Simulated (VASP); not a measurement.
Data:

```xyz
2
Lattice="0.0000 2.8796 2.8796 2.8796 0.0000 2.8796 2.8796 2.8796 0.0000" Properties=species:S:1:pos:R:3 pbc="T T T"
Pb     0.0000     0.0000     0.0000
S      2.8796     2.8796     2.8796
```

The numbers are results of PBEsol GGA, VASP's PBE PAW potentials (set 64) (plane waves; VASP), not measurements. Numerical set-up: 500 eV cut-off, 8×8×8 Γ-centred mesh, Gaussian smearing of 0.050 eV, potentials Pb_d S.

Unless said otherwise, spin-orbit coupling is left out, though it shifts the bands of the heavy elements here.

Question: Estimate the energy per atom (σ→0), pressure, band gap (on the k-mesh) with the smallest direct gap where there is one.

Answer: 
```json
{
 "band gap (on the k-mesh)": "0.11 eV",
 "smallest direct gap (on the k-mesh)": "0.11 eV",
 "energy per atom (σ→0)": "-4.701 eV/atom",
 "pressure": "49.3 kbar"
}
```

Only differences to runs with the same potentials and settings are physical.

The compound is PbS in the rock salt structure. It was relaxed first under an external pressure of 5 GPa.
